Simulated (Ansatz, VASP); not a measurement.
**One calculation of Ta3AsAu2O13, two programs**

INCAR

```
  PREC = Accurate
  ENCUT = 520
  EDIFF = 1E-7
  ISMEAR = -1
  SIGMA = 0.05
  LREAL = F
  LASPH = T
  NELM = 100
  ALGO = Normal
  ISIF = 2
  LWAVE = F
  LCHARG = T
  GGA = PE
  LVHAR = T
  KPAR = 4
```

File KPOINTS:

```
Automatic mesh
0
Gamma
  6 6 3
```

Contents of POSCAR:

```
Ta3AsAu2O13
1.0
    5.4520400000      0.0000000000      0.0000000000
   -2.7260200000      4.7216100000      0.0000000000
    0.0000000000      0.0000000000      9.5790200000
Ta As Au O
3 1 2 13
Direct
    0.0000000000      0.0000000000      0.1940800000
    0.0000000000      0.0000000000      0.8059200000
    0.6666700000      0.3333300000      0.0000000000
    0.0000000000      0.0000000000      0.5000000000
    0.3333300000      0.6666700000      0.2742800000
    0.3333300000      0.6666700000      0.7257200000
    0.0000000000      0.0000000000      0.0000000000
    0.2394700000      0.9712900000      0.3640200000
    0.0287100000      0.2681800000      0.3640200000
    0.7318200000      0.7605300000      0.3640200000
    0.2394700000      0.9712900000      0.6359800000
    0.0287100000      0.2681800000      0.6359800000
    0.7318200000      0.7605300000      0.6359800000
    0.3845200000      0.3342500000      0.8584400000
    0.6657500000      0.0502600000      0.8584400000
    0.9497400000      0.6154800000      0.8584400000
    0.3845200000      0.3342500000      0.1415600000
    0.6657500000      0.0502600000      0.1415600000
    0.9497400000      0.6154800000      0.1415600000
```

input.yaml

```yaml
crystal:
  lattice:
    - [5.45204, 0.0, 0.0]
    - [-2.72602, 4.72161, 0.0]
    - [0.0, 0.0, 9.57902]
  atoms:
    - { symbol: Ta, position: [0.0, 0.0, 0.19408] }
    - { symbol: Ta, position: [0.0, 0.0, 0.80592] }
    - { symbol: Ta, position: [0.66667, 0.33333, 0.0] }
    - { symbol: As, position: [0.0, 0.0, 0.5] }
    - { symbol: Au, position: [0.33333, 0.66667, 0.27428] }
    - { symbol: Au, position: [0.33333, 0.66667, 0.72572] }
    - { symbol: O, position: [0.0, 0.0, 0.0] }
    - { symbol: O, position: [0.23947, 0.97129, 0.36402] }
    - { symbol: O, position: [0.02871, 0.26818, 0.36402] }
    - { symbol: O, position: [0.73182, 0.76053, 0.36402] }
    - { symbol: O, position: [0.23947, 0.97129, 0.63598] }
    - { symbol: O, position: [0.02871, 0.26818, 0.63598] }
    - { symbol: O, position: [0.73182, 0.76053, 0.63598] }
    - { symbol: O, position: [0.38452, 0.33425, 0.85844] }
    - { symbol: O, position: [0.66575, 0.05026, 0.85844] }
    - { symbol: O, position: [0.94974, 0.61548, 0.85844] }
    - { symbol: O, position: [0.38452, 0.33425, 0.14156] }
    - { symbol: O, position: [0.66575, 0.05026, 0.14156] }
    - { symbol: O, position: [0.94974, 0.61548, 0.14156] }
hamiltonian:
  xc: pbe
  pseudopotentials: { kind: paw }
kpoints:
  mp_grid: { grid: [6, 6, 3] }
scf:
  occupations: { method: fermi_dirac, width: 0.05 }
output:
  forces: true
  stress: true
  eigenvalues: true
```

The cell was built by a generator and needn't be a form met in nature.

Alike in both runs: functional PBE; k mesh 6 × 6 × 3; occupations fermi-dirac, width 0.05 eV; no spin polarisation.

|  | VASP | Ansatz |
| --- | --- | --- |
| version | VASP 6.6.1 | Ansatz 0.2.0 |
| potentials or method | VASP PAW PBE potentials, release 64 (Ta_pv, As, Au, O) | Ansatz PAW |
| plane-wave cutoff (eV) | 520 | 420 |
| valence electrons in the cell | 138 | 170 |
| task | electrostatic potential | single point |

Ansatz gave:

```
gap on the k mesh at the Fermi level (eV)       : none
pressure (GPa)                                  : -0.2
largest component of the traceless stress (GPa) : 0.02
rms of the force components (eV/Å)              : 0.077
```

Question: Estimate VASP's values.

Answer: gap on the k mesh at the Fermi level (eV): none; pressure (GPa): 0.4; largest component of the traceless stress (GPa): 0.37; rms of the force components (eV/Å): 0.097.

Atom by atom the forces differ by 0.030 eV/Å (rms over components). A gap of «none» marks a metal or a gap that the smearing closes. The two sets of potentials don't hold the same shells in valence.

Caveats: the pressure holds a Pulay correction of +0.7 GPa for the finite cutoff (Ansatz). The runs have no spin-orbit coupling, so splittings on Au, Ta are missing.
